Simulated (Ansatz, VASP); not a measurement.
# Cross-check of Sr2AlSbO6 between VASP and Ansatz, part 2 of 2

One calculation is typed for both programs; each brings its own data sets. How far apart do they land? The cell is taken from a series of runs on this material, whose earlier steps may have relaxed, scaled, displaced or heated it; both programs get it as it stands.

VASP 6.6.1 and Ansatz 0.2.0.

So far: The structure; VASP: dielectric response, LDA.

### 3. Ansatz: dielectric response, LDA

Level of this step: Ansatz beside VASP: Kohn-Sham DFT, plane waves, LDA (Ansatz).

Ansatz runs on its default PAW (the set named soft_2) files.

The same cell, functional (in two slightly different forms) and mesh now go to Ansatz, which takes its cutoff from its data sets.

Input file input.yaml:

```yaml
crystal:
  lattice:
    - [0.0, 3.928638, 3.928638]
    - [3.928638, 0.0, 3.928638]
    - [3.928638, 3.928638, 0.0]
  atoms:
    - { symbol: Sr, position: [0.25, 0.25, 0.25] }
    - { symbol: Sr, position: [0.75, 0.75, 0.75] }
    - { symbol: Al, position: [0.0, 0.0, 0.0] }
    - { symbol: Sb, position: [0.5, 0.5, 0.5] }
    - { symbol: O, position: [0.753917, 0.246083, 0.246083] }
    - { symbol: O, position: [0.246083, 0.753917, 0.753917] }
    - { symbol: O, position: [0.246083, 0.753917, 0.246083] }
    - { symbol: O, position: [0.753917, 0.246083, 0.753917] }
    - { symbol: O, position: [0.246083, 0.246083, 0.753917] }
    - { symbol: O, position: [0.753917, 0.753917, 0.246083] }
kpoints:
  mp_grid: { grid: [6, 6, 6] }
hamiltonian:
  xc: lda
scf:
  occupations: { method: fixed }
dielectric: {}
```

On the command line:

```
ansatz run input.yaml --threads 4 --pin off --max-ram 7372MiB --backend cpu --events-out ev --progress --plain --runs-dir out
```

Numbers of over 12 decimals in the logs are rounded to 6 here.

Output:

```text
Engine: ansatz 0.2.0, aarch64-unknown-linux-gnu
Pseudopotentials: kind: paw
Pseudopotential: Sr, paw, valence charge 10, recommended cutoff 420 eV (normal), Sr.paw.azcp
Pseudopotential: Al, paw, valence charge 3, recommended cutoff 420 eV (normal), Al.paw.azcp
Pseudopotential: Sb, paw, valence charge 15, recommended cutoff 420 eV (normal), Sb.paw.azcp
Pseudopotential: O, paw, valence charge 6, recommended cutoff 420 eV (normal), O.paw.azcp
Functional definition: SPW92
  exchange = slater_x
  correlation = pw_c
Crystal: 10 atoms, lattice volume = 121.271 Å³
Basis set: ecut = 420 eV, 2421 PW (Γ), exchange–correlation on 80×80×80 points (8 copies of the dense FFT grid, shifted against one another)
Bands: 47, of which v1, the nominal top of the filled ones, is band 37 counted from 1 (36 counted from 0)
Symmetry: 48 space group operations
k-points: 30 of 216 (irreducible under 8 space group operations, time reversal used)
Non-local potential: Sr, projectors of the file, l = 0: 3, l = 1: 2, l = 2: 2
Non-local potential: Al, projectors of the file, l = 0: 2, l = 1: 2, l = 2: 1
Non-local potential: Sb, projectors of the file, l = 0: 2, l = 1: 2, l = 2: 2, l = 3: 2
Non-local potential: O, projectors of the file, l = 0: 2, l = 1: 2, l = 2: 1
PAW form: soft (Blöchl's): semilocal exchange-correlation on the pseudo side does not see the compensation charge
PAW frozen core: Sr, regenerated for the run's functional, and the local potential with it (the file was generated under x = pbe(κ = 0.804, μ = 0.219515), c = pbe(β = 0.066725))
PAW frozen core: Al, regenerated for the run's functional, and the local potential with it (the file was generated under x = pbe(κ = 0.804, μ = 0.219515), c = pbe(β = 0.066725))
PAW frozen core: Sb, regenerated for the run's functional, and the local potential with it (the file was generated under x = pbe(κ = 0.804, μ = 0.219515), c = pbe(β = 0.066725))
PAW frozen core: O, regenerated for the run's functional, and the local potential with it (the file was generated under x = pbe(κ = 0.804, μ = 0.219515), c = pbe(β = 0.066725))
PAW one-centre angular grid: Sr, 110 points (default); XC on 64 Gauss nodes
PAW one-centre angular grid: Al, 110 points (default); XC on 64 Gauss nodes
PAW one-centre angular grid: Sb, 590 points (default); XC on 64 Gauss nodes
PAW one-centre angular grid: O, 110 points (default); XC on 64 Gauss nodes
Initial density: superposition of atomic densities (neutral atoms: chi_scale 0, normalization atom), corrected by the library's trained network
Initial wavefunctions: pseudopotential atomic-orbital guess
Functional: x = slater, c = lda
SCF iter   1: F=—  HF=-17080.286660 eV  |F-HF|=—  |Δ(HF+E_count)|=         —  Δρ=1.68e-2  dr2=3.09e-1  ethr=1.77e-3  ⟨swp⟩=6.0  Hψ=5972  notcnv=0  defer=225
preconditioner: auto → Resta (q_TF=auto, 2.513 Å⁻¹)  ε∞=4.0  [insulator: Δε(μ)=1.631 eV  Ē_g=15.121 eV  n_scr=26 (ndim 8)  ℏωp=26.1 eV  f_vac=0.000  ε∞_Penn≈4.0]
SCF iter   2: F=—  HF=-17080.203896 eV  |F-HF|=—  |Δ(HF+E_count)|=   8.28e-2  Δρ=4.51e-3  dr2=8.08e-3  ethr=4.18e-4  ⟨swp⟩=2.1  Hψ=2291  notcnv=0  defer=225
SCF iter   3: F=—  HF=-17080.201451 eV  |F-HF|=—  |Δ(HF+E_count)|=   2.44e-3  Δρ=2.03e-3  dr2=2.84e-3  ethr=1.09e-5  ⟨swp⟩=2.2  Hψ=2379  notcnv=0  defer=239
SCF iter   4: F=—  HF=-17080.200550 eV  |F-HF|=—  |Δ(HF+E_count)|=   9.01e-4  Δρ=4.20e-4  dr2=1.32e-4  ethr=3.84e-6  ⟨swp⟩=2.9  Hψ=2273  notcnv=0  defer=229
SCF iter   5: F=—  HF=-17080.200518 eV  |F-HF|=—  |Δ(HF+E_count)|=   3.21e-5  Δρ=5.46e-5  dr2=3.77e-6  ethr=1.78e-7  ⟨swp⟩=2.1  Hψ=2367  notcnv=0  defer=220
SCF iter   6: F=—  HF=-17080.200517 eV  |F-HF|=—  |Δ(HF+E_count)|=   1.28e-6  Δρ=7.41e-6  dr2=9.49e-8  ethr=5.10e-9  ⟨swp⟩=2.9  Hψ=2320  notcnv=0  defer=192
SCF iter   7: F=—  HF=-17080.200517 eV  |F-HF|=—  |Δ(HF+E_count)|=   1.02e-8  Δρ=1.54e-6  dr2=2.39e-9  ethr=1.28e-10  ⟨swp⟩=2.5  Hψ=2289  notcnv=0  defer=193
SCF iter   8: F=-17080.200517 eV  HF=-17080.200517 eV  |F-HF|=2.18e-11  |Δ(HF+E_count)|=  2.18e-11  Δρ=2.47e-7  dr2=4.84e-11  ethr=1.00e-12  ⟨swp⟩=13.8  Hψ=8256  notcnv=0
SCF 1 converged in 8 iterations: F = -17080.200517 eV  dr2 = 4.84e-11
  greatest PAW one-centre occupation: 0.999 electrons in one spin orbital (limit 2), on the Sb atom at site 3 (counted from 0), in its partial waves of l = 2
NSCF: frozen V_eff on 2 k-points
DFPT response loops at Γ: preconditioner auto → Resta (q_TF=auto, 2.513 Å⁻¹)  ε∞=5.8 (no band partly filled); β = 1.00, the filter's whole step (`scf.mixing.beta` (0.50) is not read by the response loops at its default; to damp them type it under 1.00, their step now; it binds the ground state too); Broyden in place of MSR1
── the response to a field inside a basis, on 6×6×6 k-points: an SCF that follows is theirs, and a resumed run solves both again ──
Bands: 38, of which v1, the nominal top of the filled ones, is band 37 counted from 1 (36 counted from 0)
k-points: 28 of 216 (irreducible under 12 space group operations)
Initial density: handed on by an earlier stage of this run
Initial wavefunctions: pseudopotential atomic-orbital guess (no wavefunctions were taken with the density)
Eigensolver: Dense (28 Hₖ)
SCF iter   1: F=—  HF=-17080.075034 eV  |F-HF|=—  |Δ(HF+E_count)|=         —  Δρ=5.30e-4  dr2=9.55e-5  ethr=1.00e-1
preconditioner: auto → Resta (q_TF=auto, 2.513 Å⁻¹)  ε∞=5.9  [insulator: Δε(μ)=1.986 eV  Ē_g=11.790 eV  n_scr=26 (ndim 8)  ℏωp=26.1 eV  f_vac=0.000  ε∞_Penn≈5.9]
SCF iter   2: F=—  HF=-17080.075034 eV  |F-HF|=—  |Δ(HF+E_count)|=   3.86e-8  Δρ=2.50e-4  dr2=2.48e-5  ethr=1.29e-7
SCF iter   3: F=—  HF=-17080.075038 eV  |F-HF|=—  |Δ(HF+E_count)|=   4.31e-6  Δρ=9.47e-5  dr2=3.47e-6  ethr=3.35e-8
SCF iter   4: F=—  HF=-17080.075039 eV  |F-HF|=—  |Δ(HF+E_count)|=   4.69e-7  Δρ=1.04e-5  dr2=1.17e-7  ethr=4.69e-9
SCF iter   5: F=-17080.075039 eV  HF=-17080.075039 eV  |F-HF|=2.72e-9  |Δ(HF+E_count)|=   3.11e-9  Δρ=2.03e-6  dr2=6.18e-9  ethr=1.58e-10
SCF 1 converged in 5 iterations: F = -17080.075039 eV  dr2 = 6.18e-9
DFPT response loops at Γ: preconditioner auto → Resta (q_TF=auto, 2.513 Å⁻¹)  ε∞=5.5 (no band partly filled); β = 1.00, the filter's whole step (`scf.mixing.beta` (0.50) is not read by the response loops at its default; to damp them type it under 1.00, their step now; it binds the ground state too); Broyden in place of MSR1
SCF converged after 8 iterations
Free energy (F): -17080.200517 eV
Harris-Foulkes:  -17080.200517 eV  (|F-HF|=2.18e-11)
Internal energy: -17080.200517 eV  (E = F + TS)
E sigma→0 (E₀):  -17080.200517 eV
Fermi energy:    9.243753 eV
--- Per-component energies (eV) ---
  E_band       = -207.823312
  E_kinetic    = 1780.398087
  E_local      = -4548.282170  (includes V_loc(G=0)·N_el)
  E_nonlocal   = 1095.949168
  E_hartree    = 1652.595457
  E_xc         = -960.476052
  E_vxc        = -1016.936299  (∫ρ·V_xc dr)
  E_paw        = -10957.112485  (= ΣΔE_a)
  E_vpaw       = -824.157990  (= ΣTr[D̂ρ^β])
  E_aug_tail   = 0.014877  (compensation charges beyond the density's cutoff)
  E_ewald      = -5145.071739
  E_core_change = 1.784340  (= ΣΔE_core)
  E_smearing   = -0.000000  (= −TS)
  E_closure    = 0.000000  (closes the sum)
  Σ components = -17080.200517   (vs F -17080.200517, Δ=0.00e0)
--- Band table (eV; the first three rows and the last of 30) ---
  k-point 0: bands = [... 33 lower, 8.4422, 9.2438, 9.2438, 9.2438, 11.0355, 14.5026, 14.5026, 14.9172, ... 6 higher]
  k-point 1: bands = [... 33 lower, 8.4304, 9.0186, 9.0186, 9.1533, 11.6191, 14.8390, 14.8390, 15.0914, ... 6 higher]
  k-point 2: bands = [... 33 lower, 8.4031, 8.7015, 8.7015, 8.9134, 12.6089, 15.4188, 15.5808, 15.5808, ... 6 higher]
  k-point 29: bands = [... 33 lower, 7.7918, 7.9827, 8.2505, 8.9026, 13.7153, 16.5942, 16.8804, 16.9741, ... 6 higher]
--- Dielectric response (ions clamped): 3 representative field directions + reference, inside a basis on a mesh of 216 k-points (Σ response iterations 18) ---
  ε∞ (high-frequency dielectric tensor):
        4.075590    -0.000000    -0.000000
       -0.000000     4.075590    -0.000000
       -0.000000    -0.000000     4.075590
  Born effective charges Z* (e; rows j = field, columns β = displacement):
    site 0:
         2.57094    0.00000    0.00000
         0.00000    2.57094    0.00000
        -0.00000   -0.00000    2.57094
    site 1:
         2.57094    0.00000    0.00000
        -0.00000    2.57094    0.00000
        -0.00000   -0.00000    2.57094
    site 2:
         3.72532    0.00000    0.00000
         0.00000    3.72532    0.00000
        -0.00000    0.00000    3.72532
    site 3:
         4.39527   -0.00000    0.00000
         0.00000    4.39527    0.00000
        -0.00000   -0.00000    4.39527
    site 4:
        -3.11383   -0.00000   -0.00000
         0.00000   -1.75870   -0.00000
         0.00000    0.00000   -1.75870
    site 5:
        -3.11383   -0.00000   -0.00000
         0.00000   -1.75870   -0.00000
         0.00000   -0.00000   -1.75870
    site 6:
        -1.75870   -0.00000    0.00000
        -0.00000   -3.11383    0.00000
         0.00000   -0.00000   -1.75870
    site 7:
        -1.75870    0.00000   -0.00000
         0.00000   -3.11383    0.00000
        -0.00000    0.00000   -1.75870
    site 8:
        -1.75870    0.00000   -0.00000
        -0.00000   -1.75870   -0.00000
        -0.00000   -0.00000   -3.11383
    site 9:
        -1.75870   -0.00000    0.00000
        -0.00000   -1.75870   -0.00000
         0.00000   -0.00000   -3.11383
  Z* charge neutrality: 7.150e-3 e pre-enforcement
  solved inside a basis spanned on kpoints, on 6×6×6 k-points, its susceptibility summed on 10×10×10: ε∞ is read to err by 1.5e-2, Z* by 1.7e-2 e (field_mesh: kpoints solves on kpoints); Z* is corrected for what the basis lacks
```

The column dr2 measures how far the density is from self-consistency, as an energy; F and HF (Harris–Foulkes) agree once it is small.

### 4. Differences

Known differences besides the potentials themselves: the two LDA forms differ slightly; fixed occupations in Ansatz, narrow Gaussian smearing in VASP; VASP's response is taken on the typed mesh, Ansatz refines its own for the field response alone; the data sets hold 74 valence electrons in Ansatz (on its default PAW (the set named soft_2) files) and 64 in VASP; the cutoff is 420 eV in Ansatz and 520 eV in VASP; VASP's log shows a relativistic correction to its local exchange, Ansatz's none. Total energies have different zeros and are not compared.

The two programs side by side:

| quantity | Ansatz | VASP | difference |
| --- | --- | --- | --- |
| ε∞ xx | 4.08 | 4.04 | +0.88 % |
| ε∞ yy | 4.08 | 4.04 | +0.88 % |
| ε∞ zz | 4.08 | 4.04 | +0.88 % |

### 5. Results

| Quantity | Value |
| --- | --- |
| difference in ε∞ xx (dielectric response, LDA) | 0.88 % |

What this shows: The difference in ε∞ xx is 0.88 % (dielectric response, LDA), within the 5 % picked in this series as the mark of a large difference. The data sets hold unlike numbers of valence electrons (74 in Ansatz and 64 in VASP), so part of the differences comes from the potentials. Such differences can come from data sets, numerical settings and the points named under the comparisons, not from the functional's error against experiment.

[Lines on the potential files, build, host, timing and source positions are cut from VASP's logs without a mark.]

[Logs are printed without paths, hosts, clocks, repeated set-up lines and the standing remarks that a program may print on its own settings, such as how far it seeks lower states.]

[Hosts, paths, dates, database ids (printed as entryN), source tags and the programs' standing remarks are cut or masked in the printed files.]
